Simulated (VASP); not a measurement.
The input files of a VASP run:

### INCAR
```
SYSTEM = SrTiO3
PREC = Accurate
ENCUT = 520
EDIFF = 1E-7
NELM = 100
ALGO = Normal
LREAL = .FALSE.
LASPH = .TRUE.
ISMEAR = -5
GGA = 91
LMAXMIX = 4
LWAVE = .FALSE.
LCHARG = .TRUE.
LORBIT = 11
NEDOS = 601
ISIF = 2
LEFG = .TRUE.
```

POSCAR:
```
SrTiO3
1.0
  3.9393128687   0.0000000000   0.0000000000
  0.0000000000   3.9393128687   0.0000000000
  0.0000000000   0.0000000000   3.9393128687
Sr Ti O
1 1 3
direct
  0.0000000000   0.0000000000   0.0000000000
  0.5000000000   0.5000000000   0.5000000000
  0.5000000000   0.0000000000   0.5000000000
  0.0000000000   0.5000000000   0.5000000000
  0.5000000000   0.5000000000   0.0000000000
```

**KPOINTS**
```
K-points
0
G
  6 6 6
0 0 0
```

POTCAR, in this order: Sr_sv Ti_sv O (PBE.64 set). Program: vasp_std.

**Question.** Write an equivalent input for Quantum ESPRESSO's pw.x.

**Answer.** One equivalent input (not run):
```
&CONTROL
  calculation = 'scf'
  pseudo_dir = './pseudo'
  outdir = './out'
  tprnfor = .true.
  tstress = .true.
/
&SYSTEM
  ibrav = 0
  nat = 5
  ntyp = 3
  ecutwfc = 84
  occupations = 'tetrahedra'
  input_dft = 'pw91'
/
&ELECTRONS
  conv_thr = 7.3e-09
  electron_maxstep = 100
/
ATOMIC_SPECIES
  Sr 87.620 Sr.upf
  Ti 47.867 Ti.upf
  O 15.999 O.upf
CELL_PARAMETERS angstrom
     3.9393129    0.0000000    0.0000000
     0.0000000    3.9393129    0.0000000
     0.0000000    0.0000000    3.9393129
ATOMIC_POSITIONS crystal
  Sr   0.0000000  0.0000000  0.0000000
  Ti   0.5000000  0.5000000  0.5000000
  O    0.5000000  0.0000000  0.5000000
  O    0.0000000  0.5000000  0.5000000
  O    0.5000000  0.5000000  0.0000000
K_POINTS automatic
  6 6 6 0 0 0
```
What does not carry over: the potentials are each code's own (VASP's PAW set, PseudoDojo norm-conserving files in pw.x), so ENCUT and ecutwfc are chosen apart and not converted; conv_thr bounds pw.x's estimated SCF error, while EDIFF bounds the energy change between steps; the field gradients of LEFG aren't asked of the other code.

The compound is SrTiO3 in the cubic perovskite structure, the ideal cubic form; the compound distorts at low or room temperature. It was relaxed first.
